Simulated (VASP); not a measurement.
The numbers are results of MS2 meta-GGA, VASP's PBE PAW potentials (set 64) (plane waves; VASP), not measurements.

VASP input:

**INCAR**
```
SYSTEM = SiC
PREC = Accurate
ENCUT = 520
EDIFF = 1E-6
NELM = 100
ALGO = Normal
LREAL = .FALSE.
LASPH = .TRUE.
ISMEAR = 0
SIGMA = 0.05
METAGGA = MS2
LMIXTAU = .TRUE.
LWAVE = .FALSE.
LCHARG = .FALSE.
IBRION = 2
ISIF = 3
NSW = 60
EDIFFG = -0.02
```

File POSCAR:
```
SiC
1.0
  1.5385284524  -2.6648092055   0.0000000000
  1.5385284524   2.6648092055   0.0000000000
  0.0000000000   0.0000000000   5.0519806083
Si C
2 2
Cartesian
  1.5385284524  -0.8882715117   2.5241638954
  1.5385284524   0.8882715117   5.0501541996
  1.5385284524  -0.8882715117   4.4223094410
  1.5385284524   0.8882715117   1.8963191368
```

**KPOINTS**
```
kpoints
0
G
  8 8 4
0 0 0
```

POTCAR, in this order: Si C (PBE.64 set). Program: vasp_std.

Q: Predict the energy per atom (σ→0), volume per atom.

A: 
```
Item                            Result
---------------------  ---------------
energy per atom (σ→0)  -10635 meV/atom
volume per atom          10.31 Å³/atom
```

File OSZICAR:
```
...
DAV:   5    -0.425417173050E+02    0.26228E-04   -0.67798E-06   804   0.359E-02    0.106E-02
DAV:   6    -0.425417475025E+02   -0.30198E-04   -0.28995E-05   748   0.737E-02    0.433E-03
DAV:   7    -0.425417239131E+02    0.23589E-04   -0.19183E-05   740   0.593E-02    0.359E-03
DAV:   8    -0.425417444577E+02   -0.20545E-04   -0.82148E-06   744   0.388E-02    0.787E-04
DAV:   9    -0.425417410049E+02    0.34528E-05   -0.17017E-07   400   0.544E-03    0.284E-04
DAV:  10    -0.425417424118E+02   -0.14069E-05   -0.71656E-09   384   0.116E-03    0.121E-04
DAV:  11    -0.425417417344E+02    0.67737E-06   -0.12516E-09   376   0.509E-04
   3 F= -.42541742E+02 E0= -.42541742E+02  d E =-.618331E-03
```

The compound is SiC in the wurtzite structure, the rare 2H polytype. This run relaxes it. Symmetry was kept, so distortions that lower it aren't found. The start is the result of an earlier pass.
